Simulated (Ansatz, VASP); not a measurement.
# PtSe2 in two plane-wave programs, part 2 of 2

Aim: how closely do two programs agree when they are given the same cell, functional and k mesh? The cell is taken from a series of runs on this material, whose earlier steps may have relaxed, scaled, displaced or heated it; both programs get it as it stands.

VASP 6.6.1 and Ansatz 0.2.0.

So far: The starting structure; Ansatz: single point, PBE, pair 1; VASP: single point, PBE, pair 1; Side by side; Ansatz: single point, PBE, pair 2.

## Step 6: VASP: single point, PBE, pair 2

Level of this step: PBE; plane waves and PAW (Pt, Se) (VASP).

The same cell, functional and mesh now go to VASP, with its own data sets.

The input, INCAR:

```
SYSTEM = PtSe2
PREC = Accurate
ENCUT = 400
EDIFF = 1E-06
NELM = 120
ISMEAR = 0
SIGMA = 0.01
LREAL = .FALSE.
ALGO = Normal
GGA = PE
NBANDS = 28
LASPH = .TRUE.
LORBIT = 11
LWAVE = .FALSE.
LCHARG = .FALSE.
ISIF = 2
LDIPOL = .TRUE.
IDIPOL = 3
DIPOL = 0.5 0.5 0.5
LVHAR = .TRUE.
GGA_COMPAT = .FALSE.
EFERMI = MIDGAP
NELMDL = -8
KPAR = 2
```

The input, POSCAR:

```
PtSe2
1.0
    3.7099653742      0.0000000000      0.0000000000
   -1.8549826871      3.2129242612      0.0000000000
    0.0000000000      0.0000000000     40.9000000000
Pt Se
2 4
Direct
    0.0000000001      0.0000000000      0.4243874778
    0.6666666667      0.3333333334      0.5756125222
    0.3333333334      0.6666666667      0.4566293747
    0.6666666667      0.3333333334      0.3920469516
    0.0000000001      0.0000000000      0.6079530484
    0.3333333334      0.6666666667      0.5433706253
```

The input, KPOINTS:

```
Automatic mesh
0
Gamma
9 9 1
0 0 0
```

Potentials, in the order of the species: Pt and Se (PBE family, release 64).

The run is started by

```
mpirun -np 2 vasp_std
```

Numbers of over 12 decimals in the logs are rounded to 6 here.

Log:

```text
[... set-up lines as in an earlier step ...]
 entering main loop
       N       E                     dE             d eps       ncg     rms          rms(c)
DAV:   1     0.329675679346E+03    0.32968E+03   -0.13173E+04   672   0.951E+02
DAV:   2     0.113476644193E+02   -0.31833E+03   -0.30840E+03  1060   0.197E+02
DAV:   3    -0.291708745788E+02   -0.40519E+02   -0.40033E+02   808   0.803E+01
DAV:   4    -0.301972512904E+02   -0.10264E+01   -0.10155E+01   864   0.142E+01
[...]
DAV:  26    -0.285359646891E+02   -0.19739E-05   -0.65057E-08   444   0.108E-03    0.460E-04
DAV:  27    -0.285359660440E+02   -0.13550E-05   -0.26166E-08   420   0.540E-04    0.564E-04
DAV:  28    -0.285359669563E+02   -0.91230E-06   -0.33353E-08   424   0.605E-04
   1 F= -.28535967E+02 E0= -.28535967E+02  d E =0.000000E+00
```

Parts of OUTCAR (step 6):

```text
  Total        2.0396976      2.0396976      1.2201358     -0.0000000      0.0000000      0.0000000
  in kB        6.7032084      6.7032084      4.0098221     -0.0000000      0.0000000      0.0000000
  external PRESSURE =       5.8054130 kB  Pullay stress =       0.0000000 kB

 POSITION                                       TOTAL-FORCE (eV/Angst)
 -----------------------------------------------------------------------------------
      0.00000      0.00000     17.35745         0.000000     -0.000000     -0.061622
      1.85498      1.07097     23.54255        -0.000000      0.000000      0.061622
      0.00000      2.14195     18.67614         0.000000      0.000000     -0.000629
      1.85498      1.07097     16.03472         0.000000     -0.000000     -0.101191
      0.00000      0.00000     24.86528        -0.000000      0.000000      0.101191
      0.00000      2.14195     22.22386        -0.000000      0.000000      0.000629
 -----------------------------------------------------------------------------------
    total drift:                               -0.000000     -0.000000     -0.000000

  FREE ENERGIE OF THE ION-ELECTRON SYSTEM (eV)
  ---------------------------------------------------
  free  energy   TOTEN  =       -28.5359669563 eV

  energy  without entropy=      -28.5359669563  energy(sigma->0) =      -28.53596696

[... 1 part as in an earlier step ...]

[... 2 further parts left out ...]
[key lines of the parts left out:]
E-fermi :  -2.1096
```

## Step 7: Side by side

What differs besides the data sets and the points named for the pairs above, as far as they apply: the data sets hold 100 valence electrons in Ansatz (on its default PAW (the set named soft_2) files) and 44 in VASP. Total energies have different zeros and are not compared.

Compared:

```csv
quantity,Ansatz,VASP,difference
gap on the k mesh (eV),0.854,0.844,+0.010
```

A gap on the mesh is an upper bound, since the band edges may lie between its points; neither run holds spin-orbit coupling, which can move the band edges of a compound of Pt. With vacuum in the cell, a pressure given here is an average over mostly empty space and none of the material.

## Step 8: VASP: single point, PBE, pair 3

With cell and atoms fixed, the geometry can't cause a difference; cores, projectors, grids and the points listed under the comparison can.

Changes to INCAR since step 6:

```diff
@@ -5,4 +5,4 @@
 NELM = 120
-ISMEAR = 0
-SIGMA = 0.01
+ISMEAR = -1
+SIGMA = 0.02
 LREAL = .FALSE.
```

The input, POSCAR:

```
PtSe2
1.0
    3.7215305215      0.0000000000      0.0000000000
   -1.8607652608      3.2229399726      0.0000000000
    0.0000000000      0.0000000000     39.0000000000
Pt Se
2 4
Direct
    0.0000000000      0.0000000000      0.4328472593
    0.3333333333      0.6666666667      0.5671668297
    0.3333333333      0.6666666667      0.4662618763
    0.6666666667      0.3333333333      0.3989629108
    0.0000000000      0.0000000000      0.6010370892
    0.6666666667      0.3333333333      0.5335458039
```

The input, KPOINTS:

```
Automatic mesh
0
Gamma
6 6 1
0 0 0
```

The run is started by

```
mpirun -np 2 vasp_std
```

Log:

```text
[... set-up lines as in an earlier step ...]
 entering main loop
       N       E                     dE             d eps       ncg     rms          rms(c)
DAV:   1     0.337942725741E+03    0.33794E+03   -0.13173E+04   392   0.954E+02
DAV:   2     0.124925199360E+02   -0.32545E+03   -0.31308E+03   600   0.200E+02
DAV:   3    -0.291837116466E+02   -0.41676E+02   -0.41112E+02   492   0.821E+01
DAV:   4    -0.301301191532E+02   -0.94641E+00   -0.93564E+00   504   0.137E+01
[...]
DAV:  27    -0.285124096178E+02   -0.40270E-05   -0.16436E-07   280   0.103E-03    0.127E-03
DAV:  28    -0.285124111627E+02   -0.15449E-05   -0.48915E-08   260   0.922E-04    0.811E-04
DAV:  29    -0.285124120718E+02   -0.90910E-06   -0.53862E-08   248   0.110E-03
   1 F= -.28512412E+02 E0= -.28512412E+02  d E =-.106017E-09
```

OUTCAR, selected parts (step 8):

```text
  Total        2.2410812      2.2410812      1.4418896     -0.0000000      0.0000000     -0.0000000
  in kB        7.6759079      7.6759079      4.9386036     -0.0000000      0.0000000     -0.0000000
  external PRESSURE =       6.7634732 kB  Pullay stress =       0.0000000 kB

 POSITION                                       TOTAL-FORCE (eV/Angst)
 -----------------------------------------------------------------------------------
      0.00000      0.00000     16.88104        -0.000000      0.000000     -0.102127
     -0.00000      2.14863     22.11951        -0.000000      0.000000      0.098304
     -0.00000      2.14863     18.18421        -0.000000      0.000000     -0.046485
      1.86077      1.07431     15.55955         0.000000      0.000000     -0.106832
      0.00000      0.00000     23.44045         0.000000     -0.000000      0.107157
      1.86077      1.07431     20.80829         0.000000     -0.000000      0.049983
 -----------------------------------------------------------------------------------
    total drift:                               -0.000000      0.000000     -0.000099

  FREE ENERGIE OF THE ION-ELECTRON SYSTEM (eV)
  ---------------------------------------------------
  free  energy   TOTEN  =       -28.5124120718 eV

  energy  without entropy=      -28.5124120717  energy(sigma->0) =      -28.51241207

[... 1 part as in an earlier step ...]

[... 2 further parts left out ...]
[key lines of the parts left out:]
E-fermi :  -1.8243
```

## Step 9: Ansatz: single point, PBE, pair 3

The same cell, functional, mesh and smearing now go to Ansatz, which takes its cutoff from its data sets.

The cell is taken from a series of runs on this material, whose earlier steps may have relaxed, scaled, displaced or heated it; both programs get it as it stands.

The input, input.yaml:

```yaml
crystal:
  lattice:
    - [3.7215305215, 0.0, 0.0]
    - [-1.8607652608, 3.2229399726, 0.0]
    - [0.0, 0.0, 39.0]
  atoms:
    - { symbol: Pt, position: [0.0, 0.0, 0.4328472593] }
    - { symbol: Se, position: [0.3333333333, 0.6666666667, 0.4662618763] }
    - { symbol: Se, position: [0.6666666667, 0.3333333333, 0.3989629108] }
    - { symbol: Pt, position: [0.3333333333, 0.6666666667, 0.5671668297] }
    - { symbol: Se, position: [0.0, 0.0, 0.6010370892] }
    - { symbol: Se, position: [0.6666666667, 0.3333333333, 0.5335458039] }
  periodic: [true, true, false]
kpoints:
  mp_grid: { grid: [6, 6, 1] }
  band_path:
    path:
      - [0, 0, 0]
      - [0.5, 0, 0]
      - [0.3333333333333, 0.3333333333333, 0]
      - [0, 0, 0]
    npoints: 10
hamiltonian:
  xc: pbe
scf:
  occupations: { method: fermi_dirac, width: 0.02 }
  n_extra_bands: 6
output:
  eigenvalues: true
  write_density: true
  write_potential: true
  elf: true
  volumetric_format: npy
```

The run is started by

```
ansatz run input.yaml --threads 8 --pin off --max-ram 17510MiB --backend cpu --events-out ev --progress --plain --runs-dir out
```

Log:

```text
[...]
Crystal: 6 atoms, lattice volume = 467.777 Å³
Basis set: ecut = 420 eV, 9215 PW (Γ)
Bands: 56, of which v1, the nominal top of the filled ones, is band 50 counted from 1 (49 counted from 0)
Symmetry: 6 space group operations
[...]
k-points: 7 of 36 (time reversal used)
[...]
--- Band table (eV; the first three rows and the last of 7) ---
  k-point 0: bands = [... 46 lower, -5.8947, -5.6521, -5.6521, -5.2807, -2.9323, -2.9323, -2.6342, -2.6342, ... 2 higher]
  k-point 1: bands = [... 46 lower, -5.9731, -5.8557, -5.6989, -5.1622, -4.0495, -3.7266, -3.2893, -2.8974, ... 2 higher]
  k-point 2: bands = [... 46 lower, -6.7248, -6.4762, -6.4541, -6.0537, -4.1697, -3.4042, -3.3954, -2.8880, ... 2 higher]
  k-point 6: bands = [... 46 lower, -6.9152, -6.7134, -6.5378, -6.5266, -4.3020, -3.9970, -3.8878, -3.3527, ... 2 higher]
[key lines of the parts left out:]
SCF converged after 10 iterations
Free energy (F): -46924.640666 eV
Fermi energy:    -4.721363 eV
```

## Step 10: Differences

What differs besides the data sets and the points named for the pairs above, as far as they apply: the data sets hold 100 valence electrons in Ansatz (on its default PAW (the set named soft_2) files) and 44 in VASP. Total energies have different zeros and are not compared.

The two programs side by side:

```csv
quantity,Ansatz,VASP,difference
gap on the k mesh (eV),0.860,0.851,+0.010
```

A gap on the mesh is an upper bound, since the band edges may lie between its points; neither run holds spin-orbit coupling, which can move the band edges of a compound of Pt. With vacuum in the cell, a pressure given here is an average over mostly empty space and none of the material.

## Step 11: What came out

| Item | Value |
| --- | --- |
| difference in gap on the k mesh (single point, PBE, pair 1) | 0.0096 eV |
| difference in gap on the k mesh (single point, PBE, pair 2) | 0.0098 eV |
| difference in gap on the k mesh (single point, PBE, pair 3) | 0.0095 eV |

The difference in gap on the k mesh is 0.0098 eV (single point, PBE, pair 2), within the 0.08 eV picked in this series as the mark of a large difference. The data sets hold unlike numbers of valence electrons (100 in Ansatz and 44 in VASP), so part of the differences comes from the potentials. 2 further runs of this series are not shown here. Such differences can come from data sets, numerical settings and the points named under the comparisons, not from the functional's error against experiment.

[Lines on the potential files, build, host, timing and source positions are cut from VASP's logs without a mark.]

[Logs are printed without paths, hosts, clocks, repeated set-up lines and the standing remarks that a program may print on its own settings, such as how far it seeks lower states.]

[Hosts, paths, dates, database ids (printed as entryN), source tags and the programs' standing remarks are cut or masked in the printed files.]
